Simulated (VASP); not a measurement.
Input:

```
TiB2
1.0
    1.51189    -2.61866     0.00000
    1.51189     2.61866     0.00000
    0.00000     0.00000     3.22309
Ti B
1 2
Cartesian
  0.00000   0.00000   0.00000
  1.51189   0.87289   1.61154
  1.51189  -0.87289   1.61154
```

Calculation: r2SCAN+rVV10, VASP's PBE PAW potentials (set 64) (plane waves; VASP). Numerical set-up: 520 eV cut-off, 13×13×11 Γ-centred mesh, tetrahedra with Blöchl corrections, potentials Ti_sv B.

### Question
Estimate the energy per atom (σ→0), band gap (over mesh and band path) with the smallest direct gap where there is one.

### Answer

```
Property                                                               Value
----------------------------------  ----------------------------------------
band gap (over mesh and band path)  none (metal, semimetal or under 0.01 eV)
energy per atom (σ→0)                                        -10.235 eV/atom
```

Total energies compare only between runs with the same potentials, cut-off and functional.

The compound is TiB2 in the AlB2 type structure. It was relaxed first.
